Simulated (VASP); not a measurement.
Data:

```xyz
2
Lattice="0.0000 2.8953 2.8953 2.8953 0.0000 2.8953 2.8953 2.8953 0.0000" Properties=species:S:1:pos:R:3 pbc="T T T"
In     0.0000     0.0000     0.0000
P      1.4477     1.4477     1.4477
```

Method: G0W0 on PBE orbitals, VASP's PBE PAW potentials (set 64) (plane waves; VASP). Settings: PREC = Normal, 500 eV cut-off, 4×4×4 Γ-centred mesh, Gaussian smearing of 0.010 eV, potentials In_d_GW P_GW.

The mesh is coarse and the basis finite, so the quasiparticle values are not converged.

NBANDS = 160, ENCUTGW = 200 eV, NOMEGA = 64. The PBE levels (eV) that the step starts from are:

```
state                           KS energy  filling
------------------------------  ---------  -------
k1 (0.00, 0.00, 0.00), band 6       -7.46        2
k1 (0.00, 0.00, 0.00), band 7        4.32        2
k1 (0.00, 0.00, 0.00), band 8        4.32        2
k1 (0.00, 0.00, 0.00), band 9        4.32        2
k1 (0.00, 0.00, 0.00), band 10       5.21        0
k1 (0.00, 0.00, 0.00), band 11       8.37        0
k1 (0.00, 0.00, 0.00), band 12       8.37        0
k1 (0.00, 0.00, 0.00), band 13       8.37        0
k4 (0.25, 0.25, 0.00), band 6       -6.51        2
k4 (0.25, 0.25, 0.00), band 7        0.94        2
k4 (0.25, 0.25, 0.00), band 8        2.82        2
k4 (0.25, 0.25, 0.00), band 9        2.82        2
k4 (0.25, 0.25, 0.00), band 10       6.74        0
k4 (0.25, 0.25, 0.00), band 11       7.53        0
k4 (0.25, 0.25, 0.00), band 12      10.76        0
k4 (0.25, 0.25, 0.00), band 13      10.76        0
k7 (0.50, 0.50, 0.00), band 6       -4.92        2
k7 (0.50, 0.50, 0.00), band 7       -1.62        2
k7 (0.50, 0.50, 0.00), band 8        1.86        2
k7 (0.50, 0.50, 0.00), band 9        1.86        2
k7 (0.50, 0.50, 0.00), band 10       5.99        0
k7 (0.50, 0.50, 0.00), band 11       6.56        0
k7 (0.50, 0.50, 0.00), band 12      13.76        0
k7 (0.50, 0.50, 0.00), band 13      14.12        0
```

Give the quasiparticle energies and renormalisation factors Z.

```csv
state,QP energy (eV),Z
"k1 (0.00, 0.00, 0.00), band 6",-7.89,0.61
"k1 (0.00, 0.00, 0.00), band 7",3.80,0.75
"k1 (0.00, 0.00, 0.00), band 8",3.80,0.75
"k1 (0.00, 0.00, 0.00), band 9",3.80,0.75
"k1 (0.00, 0.00, 0.00), band 10",5.28,0.76
"k1 (0.00, 0.00, 0.00), band 11",8.48,0.76
"k1 (0.00, 0.00, 0.00), band 12",8.48,0.76
"k1 (0.00, 0.00, 0.00), band 13",8.48,0.76
"k4 (0.25, 0.25, 0.00), band 6",-7.00,0.65
"k4 (0.25, 0.25, 0.00), band 7",0.40,0.72
"k4 (0.25, 0.25, 0.00), band 8",2.24,0.74
"k4 (0.25, 0.25, 0.00), band 9",2.24,0.74
"k4 (0.25, 0.25, 0.00), band 10",6.73,0.77
"k4 (0.25, 0.25, 0.00), band 11",7.59,0.75
"k4 (0.25, 0.25, 0.00), band 12",10.91,0.73
"k4 (0.25, 0.25, 0.00), band 13",10.91,0.73
"k7 (0.50, 0.50, 0.00), band 6",-5.41,0.68
"k7 (0.50, 0.50, 0.00), band 7",-2.21,0.70
"k7 (0.50, 0.50, 0.00), band 8",1.24,0.73
"k7 (0.50, 0.50, 0.00), band 9",1.24,0.73
"k7 (0.50, 0.50, 0.00), band 10",5.85,0.77
"k7 (0.50, 0.50, 0.00), band 11",6.57,0.76
"k7 (0.50, 0.50, 0.00), band 12",13.78,0.71
"k7 (0.50, 0.50, 0.00), band 13",14.22,0.71
```
On the mesh the gap opens from 0.89 to 1.48 eV.

The compound is InP in the zinc blende structure. This cell is one point of a volume scan, at 0.96 of the reference volume. The k-mesh is coarse (spacing up to 0.47 per Å, 2π included), so the numbers may not be converged in it.
